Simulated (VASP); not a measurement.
Here is the system:

```yaml
crystal:
  lattice:
    - [1.91711, -5.06603, 0.00000]
    - [1.91711, 5.06603, 0.00000]
    - [0.00000, 0.00000, 3.77808]
  atoms:
    - { symbol: P, position: [0.56400, 0.43600, 0.25000] }
    - { symbol: P, position: [0.43600, 0.56400, 0.75000] }
    - { symbol: W, position: [0.85475, 0.14525, 0.25000] }
    - { symbol: W, position: [0.14525, 0.85475, 0.75000] }
```

All values below come from PBE GGA + U (Dudarev), VASP's PBE PAW potentials (set 64) (plane waves; VASP). Settings: 400 eV cut-off, 6×6×5 Γ-centred mesh, Gaussian smearing of 0.050 eV, potentials P W_sv, U − J: W 2.00 eV.

Give the force on each atom (eV/Å).

```json
[
 {"atom": "P1", "Fx": "0.000", "Fy": "-2.609", "Fz": "0.000"},
 {"atom": "P2", "Fx": "0.000", "Fy": "2.609", "Fz": "0.000"},
 {"atom": "W3", "Fx": "0.000", "Fy": "-0.255", "Fz": "0.000"},
 {"atom": "W4", "Fx": "0.000", "Fy": "0.255", "Fz": "0.000"}
]
```

Give the stress tensor in GPa (positive for a compressed cell).

```
-34.60    0.00    0.00
  0.00  -28.76    0.00
  0.00    0.00  -17.98
```
The pressure is its mean diagonal, -27.12 GPa.

The structure was generated: PW was put into the CrB type (Cmcm), which need not be its known phase. The cell was not relaxed at this level. The k-mesh is coarse (spacing up to 0.33 per Å, 2π included), so the numbers may not be converged in it. The run is one of a series of settings (LDAU = .TRUE., LDAUJ = 0 0, LDAUL = -1 2, LDAUTYPE = 2, LDAUU = 0 2.0 against the base run), some of them coarse on purpose.
